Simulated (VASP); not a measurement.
Given:

```
CELL_PARAMETERS angstrom
      2.85298     0.00000     0.00000
      0.00000     2.85298     0.00000
      0.00000     0.00000     2.85298
ATOMIC_POSITIONS crystal
  Zn 0.50000 0.50000 0.50000
  Cu 0.00000 0.00000 0.00000
```

Computed with PBEsol GGA, VASP's PBE PAW potentials (set 64) (plane waves; VASP). Numerical set-up: 520 eV cut-off, 12×12×12 Γ-centred mesh, first-order Methfessel-Paxton smearing of 0.10 eV, potentials Zn Cu.

Q: Give the stress tensor in GPa (positive for a compressed cell).

A: 
```
10.12   0.00   0.00
 0.00  10.12   0.00
 0.00   0.00  10.12
```
The pressure is its mean diagonal, 10.12 GPa.

The compound is CuZn in the CsCl type structure. This cell is one point of a volume scan, at 0.94 of the reference volume. The electron count is odd and the run is not spin-polarised, which forces a metal.
